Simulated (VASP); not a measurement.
Given:

```
MoTe2
1.0
    3.63482     0.00000     0.00000
   -1.81741     3.14785     0.00000
    0.00000     0.00000    14.93195
Te Mo
4 2
Cartesian
  0.00000   2.09857   9.37457
  1.81741   1.04928   5.55737
  1.81741   1.04928   1.90860
  0.00000   2.09857  13.02335
  0.00000   2.09857   3.73299
  1.81741   1.04928  11.19896
```

These are PBE GGA, VASP's PBE PAW potentials (set 64) (plane waves; VASP 6.6.1) values and carry that method's errors. Numerical set-up: 300 eV cut-off, 5×5×2 Γ-centred mesh, Gaussian smearing of 0.010 eV, potentials Te Mo_sv.

At this cut-off the stress carries a Pulay error, which pulls relaxed volumes low.

Question: Estimate the energy per atom (σ→0), pressure, largest force.

Answer: 
```
Property                        Value
---------------------  --------------
energy per atom (σ→0)  -5.993 eV/atom
pressure                    -3.90 GPa
largest force              0.532 eV/Å
```

Total energies compare only between runs with the same potentials, cut-off and functional.

The structure comes from a computed database's Te2Mo entry; how it stands against other phases isn't given here. The cell was not relaxed at this level.
